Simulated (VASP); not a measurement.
Runs of VASP 6.6.1 on AlW3C4. It takes space group Pmm2 (No. 25, orthorhombic). Conventional cell: a = 2.832 Å, b = 2.947 Å, c = 10.138 Å, α = 90.00°, β = 90.00°, γ = 90.00°. W (site symmetry mm2) has 6 C at 2.15 to 2.21 Å as nearest neighbours. Around W (site symmetry mm2) lie 6 C at 2.20 to 2.21 Å. Around W (site symmetry mm2) lie 6 C at 2.19 to 2.20 Å. Al (site symmetry mm2) is surrounded by 6 C at 2.19 to 2.36 Å. Around C (site symmetry mm2) lie 4 W at 2.19 Å and 2 Al at 2.36 Å. C (site symmetry mm2) is surrounded by 2 W at 2.15 Å and 4 Al at 2.19 Å. C (site symmetry mm2) has 6 W at 2.20 to 2.21 Å as nearest neighbours. C (site symmetry mm2) is surrounded by 6 W at 2.20 to 2.21 Å. The cell comes from a database or a generator and needn't be the stable form of this composition.

```tsv
task	level	potentials or basis	cell	cutoff (eV)	smearing	other keys	gap on the mesh (eV)	pressure (GPa)	largest force (eV/Å)
band structure	optPBE-vdW	VASP PAW PBE potentials, release 64 (W_sv, Al, C)	volume scaled by 1.15	520	gaussian 0.1 eV	ALGO = VeryFast; BMIX = 0.5	-	-31.8	(a)
single point	PBE	VASP PAW PBE potentials, release 64 (W_sv, Al, C)	as given	520	fermi-dirac 0.05 eV	-	none	-1.1	0.11
single point	PBEsol+D3	VASP PAW PBE potentials, release 54 (W, Al, C)	atoms moved at random, drawn with an rms of 0.15 Å	500	fermi-dirac 0.1 eV	-	none	4.4	6.13
single point	PBE	VASP PAW PBE potentials, release 64 (W_sv, Al, C)	atoms moved at random, drawn with an rms of 0.05 Å	520	fermi-dirac 0.05 eV	-	none	0.5	1.54
```

Alike in all rows: no spin polarisation; k mesh 9 × 9 × 3.

Task: Estimate the missing entries.

Result: (a) 0.77.

Caveats: the PAW data sets were made with another functional, which shifts forces and pressure a little (some runs); spin-orbit coupling is left out, which moves the levels of the heavy elements (some runs); pairwise dispersion overbinds metals, which lowers pressure and volume (some runs).

A k mesh can miss the band edges, and the runs leave out spin-orbit coupling on W.

A gap of «none» marks a metal or a gap under the smearing width.

The runs don't all hold the same shells in valence.
